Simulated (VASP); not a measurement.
Here is the system:

```xyz
2
Lattice="3.5343 -1.8755 -0.0533 3.5343 1.8755 -0.0533 2.5666 0.0000 3.0507" Properties=species:S:1:pos:R:3 pbc="T T T"
As     2.2259     0.0000     0.6832
As     7.4093     0.0000     2.2609
```

These are PBEsol GGA, VASP's PBE PAW potentials (set 64) (plane waves; VASP) values and carry that method's errors. Numerical set-up: 480 eV cut-off, 12×12×12 Γ-centred mesh, first-order Methfessel-Paxton smearing of 0.10 eV, potentials As.

### Question
Give the stress tensor in GPa (positive for a compressed cell).

### Answer

```
0.52  0.00  0.03
0.00  2.27  0.00
0.03  0.00  1.90
```
The pressure is its mean diagonal, 1.56 GPa.

The compound is As in the a7 structure. This cell was strained or had an atom moved on purpose. Symmetry was kept, so distortions that lower it aren't found.
